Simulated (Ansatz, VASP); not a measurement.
# AlNi in two plane-wave programs

Wanted: the spread between two codes on one cell, functional and k mesh. The cell is taken from a series of runs on this material, whose earlier steps may have relaxed, scaled, displaced or heated it; both programs get it as it stands.

Method: plane waves, with VASP 6.6.1 beside it; zone-centre phonons at LDA, in Ansatz 0.2.0.

## Step 1: The starting structure

Symmetry: P4/mmm, No. 123, tetragonal system. Conventional cell: a = 2.800 Å, b = 2.800 Å, c = 2.917 Å, α = 90.00°, β = 90.00°, γ = 90.00°. Al has 8 Ni at 2.46 Å nearest. Nearest to Ni lie 8 Al at 2.46 Å. Farther neighbours are not listed.

## Step 2: VASP: zone-centre phonons, LDA

Second derivatives magnify differences that forces hide, and they need a tight electronic threshold.

Lines of VASP's logs that name or quote its potential files are left out, and so is its time.

File INCAR:

```
SYSTEM = AlNi
PREC = Accurate
ENCUT = 600
EDIFF = 1E-08
NELM = 120
ISMEAR = 1
SIGMA = 0.2
LREAL = .FALSE.
ALGO = Normal
GGA = CA
NBANDS = 12
LASPH = .TRUE.
LORBIT = 11
LWAVE = .FALSE.
LCHARG = .FALSE.
ISIF = 2
IBRION = 8
GGA_COMPAT = .FALSE.
KPAR = 2
```

File POSCAR:

```
AlNi
1.0
    2.7996530532      0.0000000000      0.0000000000
    0.0000000000      2.7996530532      0.0000000000
    0.0000000000      0.0000000000      2.9168741154
Al Ni
1 1
Direct
    0.0000000000      0.0000000000      0.0000000000
    0.5000000000      0.5000000000      0.5000000000
```

File KPOINTS:

```
Automatic mesh
0
Gamma
16 16 16
0 0 0
```

Potentials, in the order of the species: Al and Ni (LDA family, release 64).

Command:

```bash
$ mpirun -np 2 vasp_std
```

Numbers of over 12 decimals in the logs are rounded to 6 here.

Log:

```text
[banner, memory and clock lines left out]
running    2 mpi-ranks, on    1 nodes
 distrk:  each k-point on    1 cores,    2 groups
 distr:  one band on    1 cores,    1 groups

 POSCAR found type information on POSCAR AlNi
 POSCAR found :  2 types and       2 ions
 LDA part: xc-table for (Slater(with rela. corr.)+CA(PZ))
 , standard interpolation
 POSCAR, INCAR and KPOINTS ok, starting setup
 FFT: planning ... GRIDC
 FFT: planning ... GRID_SOFT
 FFT: planning ... GRID
 WAVECAR not read
 entering main loop
       N       E                     dE             d eps       ncg     rms          rms(c)
DAV:   1     0.447998136173E+02    0.44800E+02   -0.62313E+03  9792   0.130E+03
DAV:   2    -0.117693097498E+02   -0.56569E+02   -0.52290E+02  9960   0.211E+02
DAV:   3    -0.136095286818E+02   -0.18402E+01   -0.18166E+01 11660   0.445E+01
DAV:   4    -0.136339285239E+02   -0.24400E-01   -0.24390E-01 10836   0.459E+00
DAV:   5    -0.136345344704E+02   -0.60595E-03   -0.60593E-03 11780   0.803E-01    0.121E+01
DAV:   6    -0.152122259036E+02   -0.15777E+01   -0.45287E+01 10828   0.110E+02    0.146E+01
DAV:   7    -0.122200028512E+02    0.29922E+01   -0.13655E+01 10880   0.660E+01    0.102E+00
DAV:   8    -0.122059585632E+02    0.14044E-01   -0.28341E-01 11760   0.609E+00    0.102E+00
DAV:   9    -0.121901339734E+02    0.15825E-01   -0.47350E-02 11832   0.325E+00    0.171E-01
DAV:  10    -0.121897598922E+02    0.37408E-03   -0.11427E-03 11776   0.504E-01    0.802E-02
DAV:  11    -0.121897615742E+02   -0.16820E-05   -0.36798E-05 11744   0.538E-02    0.233E-02
DAV:  12    -0.121897608517E+02    0.72250E-06   -0.38986E-06 12108   0.333E-02    0.437E-03
DAV:  13    -0.121897606753E+02    0.17643E-06   -0.56879E-07 14476   0.735E-03    0.150E-03
DAV:  14    -0.121897606763E+02   -0.97566E-09   -0.30962E-08  7424   0.220E-03
   1 F= -.12189761E+02 E0= -.12189755E+02  d E =-.160887E-04
 Linear response reoptimize wavefunctions to high precision
DAV:   1    -0.121897606755E+02    0.75443E-09   -0.12346E-08 12032   0.182E-03
DAV:   2    -0.121897606755E+02   -0.11823E-10   -0.10402E-10  5536   0.970E-05
 Linear response DOF=           4
 Linear response progress:
  Degree of freedom:   1/  4
       N       E                     dE             d eps       ncg     rms          rms(c)
RMM:   1    -0.556221214580E-02   -0.55622E-02    0.13958E-03 38676   0.628E-01
RMM:   2    -0.526267513262E-02    0.29954E-03   -0.92102E-05 25939   0.223E-01    0.583E-02
RMM:   3    -0.524863322173E-02    0.14042E-04   -0.94123E-05 28519   0.797E-02    0.293E-02
RMM:   4    -0.531182720516E-02   -0.63194E-04   -0.40945E-05 28286   0.494E-02    0.565E-03
RMM:   5    -0.531535264646E-02   -0.35254E-05   -0.29551E-06 29108   0.116E-02    0.171E-03
RMM:   6    -0.531497678834E-02    0.37586E-06   -0.13037E-07 29170   0.265E-03    0.698E-04
RMM:   7    -0.531503107762E-02   -0.54289E-07   -0.16313E-08 27311   0.112E-03    0.557E-04
RMM:   8    -0.531516767428E-02   -0.13660E-06   -0.29742E-09 30680   0.336E-04    0.222E-04
RMM:   9    -0.531522667398E-02   -0.59000E-07   -0.80915E-10 30449   0.115E-04    0.140E-05
RMM:  10    -0.531521164150E-02    0.15032E-07   -0.44126E-10 31365   0.396E-05    0.577E-06
RMM:  11    -0.531521116019E-02    0.48131E-09   -0.41837E-10 30215   0.153E-05    0.122E-06
 first order change of Fermi-energy   0.27824E-04
 force on displaced ion       1 direction 1 :  -6.260   0.000   0.000
 Linear response progress:
  Degree of freedom:   2/  4
       N       E                     dE             d eps       ncg     rms          rms(c)
RMM:   1    -0.630029358571E-02   -0.63003E-02    0.54630E-03 21297   0.707E-01
RMM:   2    -0.598367311979E-02    0.31662E-03    0.69625E-05 14249   0.261E-01    0.654E-02
RMM:   3    -0.597018728429E-02    0.13486E-04   -0.14374E-04 15803   0.972E-02    0.312E-02
RMM:   4    -0.603942693448E-02   -0.69240E-04   -0.51837E-05 15719   0.558E-02    0.633E-03
RMM:   5    -0.604365005862E-02   -0.42231E-05   -0.36031E-06 15991   0.131E-02    0.162E-03
RMM:   6    -0.604288690893E-02    0.76315E-06   -0.14990E-07 16487   0.260E-03    0.716E-04
RMM:   7    -0.604295817404E-02   -0.71265E-07   -0.12086E-08 15840   0.821E-04    0.556E-04
RMM:   8    -0.604302109729E-02   -0.62923E-07   -0.17320E-09 15272   0.395E-04    0.216E-04
RMM:   9    -0.604305215217E-02   -0.31055E-07    0.78680E-12 16971   0.142E-04    0.201E-05
RMM:  10    -0.604304801897E-02    0.41332E-08   -0.12955E-10 17004   0.460E-05    0.157E-05
 first order change of Fermi-energy  -0.31549E-04
 force on displaced ion       1 direction 3 :   0.000   0.000  -6.430
 Linear response progress:
  Degree of freedom:   3/  4
       N       E                     dE             d eps       ncg     rms          rms(c)
RMM:   1    -0.187194549883E+00   -0.18719E+00   -0.99019E-02 25711   0.270E+00
RMM:   2    -0.185903373837E+00    0.12912E-02   -0.18325E-03 25913   0.518E-01    0.129E-01
RMM:   3    -0.185883167277E+00    0.20207E-04   -0.13861E-04 27863   0.101E-01    0.761E-02
RMM:   4    -0.186256391335E+00   -0.37322E-03   -0.18617E-04 29847   0.106E-01    0.540E-03
RMM:   5    -0.186238673224E+00    0.17718E-04   -0.35287E-06 30437   0.199E-02    0.345E-03
RMM:   6    -0.186234523812E+00    0.41494E-05   -0.25067E-07 27786   0.579E-03    0.247E-03
RMM:   7    -0.186226790553E+00    0.77333E-05   -0.93481E-08 28955   0.341E-03    0.423E-04
RMM:   8    -0.186222860990E+00    0.39296E-05   -0.14168E-08 31545   0.852E-04    0.607E-05
RMM:   9    -0.186222395353E+00    0.46564E-06   -0.71365E-09 31875   0.197E-04    0.106E-05
RMM:  10    -0.186222286495E+00    0.10886E-06   -0.64728E-09 32497   0.773E-05    0.661E-06
RMM:  11    -0.186222323724E+00   -0.37229E-07   -0.65119E-09 31857   0.501E-05    0.186E-06
RMM:  12    -0.186222323510E+00    0.21394E-09   -0.65507E-09 31097   0.390E-05    0.685E-07
 first order change of Fermi-energy   0.86798E-03
 force on displaced ion       2 direction 1 :  -6.249   0.000   0.000
 Linear response progress:
  Degree of freedom:   4/  4
       N       E                     dE             d eps       ncg     rms          rms(c)
RMM:   1    -0.189073495049E+00   -0.18907E+00   -0.10153E-01 14320   0.269E+00
RMM:   2    -0.187423788736E+00    0.16497E-02   -0.17519E-03 14322   0.529E-01    0.133E-01
RMM:   3    -0.187454948346E+00   -0.31160E-04   -0.15218E-04 15375   0.105E-01    0.779E-02
RMM:   4    -0.187883158990E+00   -0.42821E-03   -0.16770E-04 16552   0.995E-02    0.603E-03
RMM:   5    -0.187870072243E+00    0.13087E-04   -0.41747E-06 16592   0.230E-02    0.527E-03
RMM:   6    -0.187866540307E+00    0.35319E-05   -0.60090E-07 14633   0.106E-02    0.234E-03
RMM:   7    -0.187858675033E+00    0.78653E-05   -0.26424E-07 17128   0.393E-03    0.566E-04
RMM:   8    -0.187855411876E+00    0.32632E-05   -0.15583E-08 17065   0.101E-03    0.157E-04
RMM:   9    -0.187854788917E+00    0.62296E-06   -0.95692E-09 17263   0.318E-04    0.399E-05
RMM:  10    -0.187854421633E+00    0.36728E-06   -0.76848E-09 17671   0.115E-04    0.219E-05
RMM:  11    -0.187854412000E+00    0.96328E-08   -0.79701E-09 15976   0.812E-05    0.241E-06
 first order change of Fermi-energy   0.24139E-02
 force on displaced ion       2 direction 3 :   0.000  -0.000  -6.452
 Linear response finished
```

Parts of OUTCAR (step 2):

```text
ion  position               nearest neighbor table
   1  0.000  0.000  0.000-   2 2.46   2 2.46   2 2.46   2 2.46   2 2.46   2 2.46   2 2.46   2 2.46

  LATTYP: Found a simple tetragonal cell.
 ALAT       =     2.7996530532
 C/A-ratio  =     1.0418698531

 Subroutine GETGRP returns: Found 16 space group operations
 (whereof 16 operations were pure point group operations)

The static configuration has the point symmetry D_4h.

 Found    405 irreducible k-points:

   k-points           NKPTS =    405   k-points in BZ     NKDIM =    405   number of bands    NBANDS=     12

   dimension x,y,z NGX =    24 NGY =   24 NGZ =   24
   dimension x,y,z NGXF=    48 NGYF=   48 NGZF=   48

   ENCUT  =  600.0 eV  44.10 Ry    6.64 a.u.   5.59  5.59  5.83*2*pi/ulx,y,z

   NELECT =      13.0000    total number of electrons

 k-points in reciprocal lattice and weights: Automatic mesh
   0.00000000  0.00000000  0.00000000       0.000
   0.06250000  0.00000000  0.00000000       0.001
   0.12500000  0.00000000  0.00000000       0.001
   0.18750000  0.00000000  0.00000000       0.001
   0.25000000  0.00000000  0.00000000       0.001
   0.31250000  0.00000000  0.00000000       0.001
   0.37500000  0.00000000  0.00000000       0.001
   0.43750000  0.00000000  0.00000000       0.001
   0.50000000  0.00000000  0.00000000       0.000
[...]
0.50000000  0.43750000  0.50000000       0.001
   0.50000000  0.50000000  0.50000000       0.000

 average (electrostatic) potential at core
       1 -67.7329       2 -81.0216

  Total        0.0505560      0.0505560     -0.4252416      0.0000000     -0.0000000      0.0000000
  in kB        3.5428875      3.5428875    -29.8002728      0.0000000     -0.0000000      0.0000000
  external PRESSURE =      -7.5714992 kB  Pullay stress =       0.0000000 kB

  energy-cutoff  :      600.00
  volume of cell :       22.86
      direct lattice vectors                 reciprocal lattice vectors
     2.799653053  0.000000000  0.000000000     0.357187116  0.000000000  0.000000000
     0.000000000  2.799653053  0.000000000     0.000000000  0.357187116  0.000000000
     0.000000000  0.000000000  2.916874115     0.000000000  0.000000000  0.342832759

 POSITION                                       TOTAL-FORCE (eV/Angst)
 -----------------------------------------------------------------------------------
      0.00000      0.00000      0.00000         0.000000      0.000000      0.000000
      1.39983      1.39983      1.45844         0.000000      0.000000      0.000000
 -----------------------------------------------------------------------------------
    total drift:                                0.000000      0.000000     -0.000000

 Eigenvectors and eigenvalues of the dynamical matrix
 ----------------------------------------------------

   1 f  =    9.225737 THz    57.967013 2PiTHz  307.737452 cm-1    38.154564 meV
             X         Y         Z           dx          dy          dz
      0.000000  0.000000  0.000000     0.000000    0.000000    0.827245
      1.399827  1.399827  1.458437     0.000000    0.000000   -0.561841

   2 f  =    9.095604 THz    57.149368 2PiTHz  303.396707 cm-1    37.616381 meV
             X         Y         Z           dx          dy          dz
      0.000000  0.000000  0.000000    -0.000000    0.827917    0.000000
      1.399827  1.399827  1.458437    -0.000000   -0.560851    0.000000

   3 f  =    9.095604 THz    57.149368 2PiTHz  303.396707 cm-1    37.616381 meV
             X         Y         Z           dx          dy          dz
      0.000000  0.000000  0.000000     0.827917    0.000000    0.000000
      1.399827  1.399827  1.458437    -0.560851    0.000000    0.000000

   4 f/i=    0.003761 THz     0.023630 2PiTHz    0.125448 cm-1     0.015554 meV
             X         Y         Z           dx          dy          dz
      0.000000  0.000000  0.000000     0.287608   -0.481493    0.000000
      1.399827  1.399827  1.458437     0.424561   -0.710770    0.000000

   5 f/i=    0.003761 THz     0.023630 2PiTHz    0.125448 cm-1     0.015554 meV
             X         Y         Z           dx          dy          dz
      0.000000  0.000000  0.000000    -0.481493   -0.287608    0.000000
      1.399827  1.399827  1.458437    -0.710770   -0.424561    0.000000

   6 f/i=    0.007227 THz     0.045406 2PiTHz    0.241051 cm-1     0.029886 meV
             X         Y         Z           dx          dy          dz
      0.000000  0.000000  0.000000     0.000000    0.000000   -0.561841
      1.399827  1.399827  1.458437     0.000000    0.000000   -0.827245

 ELASTIC MODULI CONTR FROM IONIC RELAXATION (kBar)
 Direction    XX          YY          ZZ          XY          YZ          ZX
 --------------------------------------------------------------------------------
 XX           0.0000      0.0000      0.0000      0.0000      0.0000      0.0000
 YY           0.0000      0.0000      0.0000      0.0000      0.0000      0.0000
 ZZ           0.0000      0.0000      0.0000      0.0000      0.0000      0.0000
 XY           0.0000      0.0000      0.0000      0.0000      0.0000      0.0000
 YZ           0.0000      0.0000      0.0000      0.0000      0.0000      0.0000
 ZX           0.0000      0.0000      0.0000      0.0000      0.0000      0.0000
 --------------------------------------------------------------------------------
```

[end of part 1 of 2]

[Lines on the potential files, build, host, timing and source positions are cut from VASP's logs without a mark.]

[Logs are printed without paths, hosts, clocks, repeated set-up lines and the standing remarks that a program may print on its own settings, such as how far it seeks lower states.]

[Hosts, paths, dates, database ids (printed as entryN), source tags and the programs' standing remarks are cut or masked in the printed files.]
